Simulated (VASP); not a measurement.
Here is the system:

```
CELL_PARAMETERS angstrom
      1.74980    -3.03075     0.00000
      1.74980     3.03075     0.00000
      0.00000     0.00000     5.93291
ATOMIC_POSITIONS crystal
  Pt 0.00000 0.00000 0.00000
  S  0.33333 0.66667 0.20263
  S  0.66667 0.33333 0.79737
```

Method: PBE GGA, VASP's PBE PAW potentials (set 64) (plane waves; VASP). Settings: 520 eV cut-off, 7×7×4 Γ-centred mesh, Gaussian smearing of 0.050 eV, potentials Pt S.

Without a dispersion term in the relaxation, distances and binding between the weakly bound layers, chains or molecules are unreliable, and so is what depends on them.

The ions and cell shape at fixed volume are relaxed. Which structure does the run end with?

```
CELL_PARAMETERS angstrom
      1.78526    -3.09215     0.00000
      1.78526     3.09215     0.00000
      0.00000     0.00000     5.69961
ATOMIC_POSITIONS crystal
  Pt 0.00000 0.00000 0.00000
  S  0.33333 0.66667 0.21487
  S  0.66667 0.33333 0.78513
```
Space group P-3m1 (164), at a tolerance of 0.03 Å.

How much energy does the relaxation gain?

The energy (σ→0) changes by -28.5 meV/atom, in 6 ionic steps.

| step | E(σ→0) (eV) | max force (eV/Å) | pressure (GPa) | volume (Å³) |
|---|---|---|---|---|
| 1 | -15.3683 | 0.883 | 7.93 | 62.93 |
| 2 | -15.4331 | 0.317 | 3.95 | 62.93 |
| 3 | -15.4484 | 0.144 | 0.70 | 62.93 |
| 4 | -15.4486 | 0.103 | 1.00 | 62.93 |
| 5 | -15.4529 | 0.040 | 0.78 | 62.93 |
| 6 | -15.4539 | 0.004 | 0.61 | 62.93 |

The compound is PtS2 in the 1T layered structure. This cell is one point of a volume scan, at 0.94 of the reference volume. Symmetry was kept, so distortions that lower it aren't found.
